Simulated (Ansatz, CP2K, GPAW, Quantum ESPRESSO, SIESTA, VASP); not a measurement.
## Al: programs and potentials compared

```
Al
1.0
     2.86234    0.00000    0.00000
    -1.43117    2.47886    0.00000
     0.00000    0.00000   24.34836
Al
5
Direct
  0.66667 0.33333 0.30803
  0.33333 0.66667 0.40401
  0.00000 0.00000 0.50000
  0.66667 0.33333 0.59599
  0.33333 0.66667 0.69197
```

Alike in all runs: functional PBE; k mesh 11 × 11 × 1; occupations fermi-dirac, width 0.05 eV; no spin polarisation; no spin-orbit coupling.

```csv
program and potentials,plane-wave cutoff (eV),notes,largest force (eV/Å)
"Ansatz, Ansatz PAW",420,-,0.090
"VASP, PBE PAW files Al, 520 eV",520,-,0.090
"SIESTA, files PseudoDojo sr-pbe-0.4.1-standard, DZP (energy shift 0.003 Ry)",-,atomic basis,0.111
"Quantum ESPRESSO, PseudoDojo 0.4.1 SR PBE standard",544,-,0.091
"CP2K, POTENTIAL_UZH Al GTH-PBE-q3; TZVP-MOLOPT-PBE-GTH basis",-,atomic basis,0.098
"GPAW, GPAW PAW data sets (gpaw-data 1.2.1)",450,-,0.090
```

Force on atom 4 (Al), eV/Å:

```csv
program and potentials,x,y,z
"Ansatz, Ansatz PAW",0.000,0.000,-0.090
"VASP, PBE PAW files Al, 520 eV",0.000,0.000,-0.090
"SIESTA, files PseudoDojo sr-pbe-0.4.1-standard, DZP (energy shift 0.003 Ry)",0.000,0.000,-0.111
"Quantum ESPRESSO, PseudoDojo 0.4.1 SR PBE standard",0.000,0.000,-0.091
"CP2K, POTENTIAL_UZH Al GTH-PBE-q3; TZVP-MOLOPT-PBE-GTH basis",0.000,0.000,-0.098
"GPAW, GPAW PAW data sets (gpaw-data 1.2.1)",0.000,0.000,-0.090
```

Rows in atomic bases carry the error of their basis and grid, which can be large.

Differences between rows come from potentials, basis sets and numerical settings, since the functional is the same but for its coding. Runs on potential files found faulty are left out.
